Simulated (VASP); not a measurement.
Consider the following.

```xyz
2
Lattice="0.0000 3.0408 3.0408 3.0408 0.0000 3.0408 3.0408 3.0408 0.0000" Properties=species:S:1:pos:R:3 pbc="T T T"
Y      0.0000     0.0000     0.0000
Te     3.0408     3.0408     3.0408
```

All values below come from PBEsol GGA, VASP's PBE PAW potentials (set 64) (plane waves; VASP). Run with 400 eV cut-off, 9×9×9 Γ-centred mesh, first-order Methfessel-Paxton smearing of 0.10 eV, potentials Y_sv Te.

Unless said otherwise, spin-orbit coupling is left out, though it shifts the bands of the heavy elements here.

**Question.** What does the run give for the energy per atom (σ→0), band gap (on the k-mesh) with the smallest direct gap where there is one?

**Answer.** 
band gap (on the k-mesh): none (metal, semimetal or under 0.01 eV)
energy per atom (σ→0): -6.548 eV/atom

The absolute energy has meaning only against runs of the same code, potentials and settings.

The structure was generated: YTe was put into the rock salt type (Fm-3m), which need not be its known phase. It was relaxed first, which changed the volume by -37 %. The start is the result of an earlier pass. The electron count is odd and the run is not spin-polarised, which forces a metal.
